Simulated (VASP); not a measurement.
Input:

```
KMgF3
1.0
    4.09421     0.00000     0.00000
    0.00000     4.09421     0.00000
    0.00000     0.00000     4.09421
K Mg F
1 1 3
Direct
  0.00000   0.00000   0.00000
  0.50000   0.50000   0.50000
  0.50000   0.00000   0.50000
  0.00000   0.50000   0.50000
  0.50000   0.50000   0.00000
```

The numbers are results of TPSS meta-GGA, VASP's PBE PAW potentials (set 64) (plane waves; VASP 6.6.1), not measurements. Settings: 520 eV cut-off, 6×6×6 Γ-centred mesh, Gaussian smearing of 0.050 eV, potentials K_sv Mg F.

Predict the energy per atom (σ→0), pressure, band gap (on the k-mesh) with the smallest direct gap where there is one.

| Property | Value |
|---|---|
| band gap (on the k-mesh) | 7.06 eV |
| smallest direct gap (on the k-mesh) | 7.38 eV |
| energy per atom (σ→0) | -8.526 eV/atom |
| pressure | -3.29 GPa |

Only differences to runs with the same potentials and settings are physical.

The compound is KMgF3 in the cubic perovskite structure. This cell is one point of a volume scan, at 1.06 of the reference volume.
